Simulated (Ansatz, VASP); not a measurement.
**One calculation of KMg6Ti, two programs**

File INCAR:

```
ALGO     = Normal         # electronic algorithm
EDIFF    = 1E-7           # SCF threshold, eV
ENCUT    = 500            # plane-wave cutoff, eV
ISIF     = 2              # what is computed and relaxed
ISMEAR   = 1              # smearing method
IVDW     = 13             # dispersion correction
LASPH    = True           # aspherical terms in the spheres
LCHARG   = True           # write CHGCAR
LELF     = True           # ELF
LMIXTAU  = True         
LORBIT   = 11             # projections on sites
LREAL    = False          # projectors in reciprocal space
LVHAR    = True         
LWAVE    = False          # write WAVECAR
METAGGA  = R2SCAN         # meta-GGA
NELM     = 100            # most SCF steps
PREC     = Accurate       # precision mode
SIGMA    = 0.1            # smearing width, eV
VDW_A1   = 0.51559235   
VDW_A2   = 5.77342911   
VDW_S6   = 1.0          
VDW_S8   = 0.6018749
```

File KPOINTS:

```
k-points
0
Gamma
  5 5 5
```

File POSCAR:

```
KMg6Ti
1.0
    5.4222730000     -0.0055640000     -0.0547950000
   -0.0620220000      3.3249510000      5.6481850000
   -0.0550140000     -3.1901400000      5.5686960000
Ti K Mg
1 1 6
Direct
    0.0000000000      0.9161360000      0.9161360000
    0.5000000000      0.5836670000      0.5836670000
    0.5000000000      0.0766210000      0.0766210000
    0.5000000000      0.0718330000      0.6083660000
    0.5000000000      0.6083660000      0.0718330000
    0.0000000000      0.4063110000      0.4063110000
    0.0000000000      0.4069470000      0.9301200000
    0.0000000000      0.9301200000      0.4069470000
```

File input.yaml:

```yaml
crystal:
  lattice:
    - [5.422273, -0.005564, -0.054795]
    - [-0.062022, 3.324951, 5.648185]
    - [-0.055014, -3.19014, 5.568696]
  atoms:
    - { symbol: Ti, position: [0.0, 0.916136, 0.916136] }
    - { symbol: K, position: [0.5, 0.583667, 0.583667] }
    - { symbol: Mg, position: [0.5, 0.076621, 0.076621] }
    - { symbol: Mg, position: [0.5, 0.071833, 0.608366] }
    - { symbol: Mg, position: [0.5, 0.608366, 0.071833] }
    - { symbol: Mg, position: [0.0, 0.406311, 0.406311] }
    - { symbol: Mg, position: [0.0, 0.406947, 0.93012] }
    - { symbol: Mg, position: [0.0, 0.93012, 0.406947] }
hamiltonian:
  xc: r2scan
  pseudopotentials: { kind: paw }
  dispersion: d4
kpoints:
  mp_grid: { grid: [5, 5, 5] }
scf:
  occupations: { method: methfessel_paxton, width: 0.1 }
output:
  forces: true
  stress: true
  eigenvalues: true
  bader: true
  populations: true
```

Change from the starting cell: cell strained at random at fixed volume.

Alike in both runs: task atomic charges; functional r2SCAN; dispersion D4; k mesh 5 × 5 × 5; occupations methfessel-paxton of order 1, width 0.1 eV; no spin polarisation.

|  | VASP | Ansatz |
| --- | --- | --- |
| version | VASP 6.6.1 | Ansatz 0.2.0 |
| potentials or method | VASP PAW PBE potentials, release 64 (Ti, K_pv, Mg) | Ansatz PAW |
| plane-wave cutoff (eV) | 500 | 500 |
| valence electrons in the cell | 23 | 81 |

|  | VASP | Ansatz | Ansatz less VASP |
| --- | --- | --- | --- |
| gap on the k mesh at the Fermi level (eV) | none | none | - |
| pressure (GPa) | -1.2 | -1.1 | +0.14 |
| largest component of the traceless stress (GPa) | 2.56 | 2.50 | -0.052 |
| rms of the force components (eV/Å) | 0.047 | 0.050 | +0.0033 |
| dispersion energy (meV/atom) | -46.4 | -46.5 | -0.09 |

Atom by atom the forces differ by 0.005 eV/Å (rms over components). A gap of «none» marks a metal or a gap that the smearing closes. With one functional, cell and mesh, what is left measures potentials, basis and numerics. The two sets of potentials don't hold the same shells in valence.

Caveats: pairwise dispersion overbinds metals, which lowers pressure and volume; the PAW data sets were made with another functional, which shifts forces and pressure a little (VASP); the PAW data sets come from PBE, with cores solved anew for the run's functional, which leaves a small shift of forces and pressure (Ansatz).
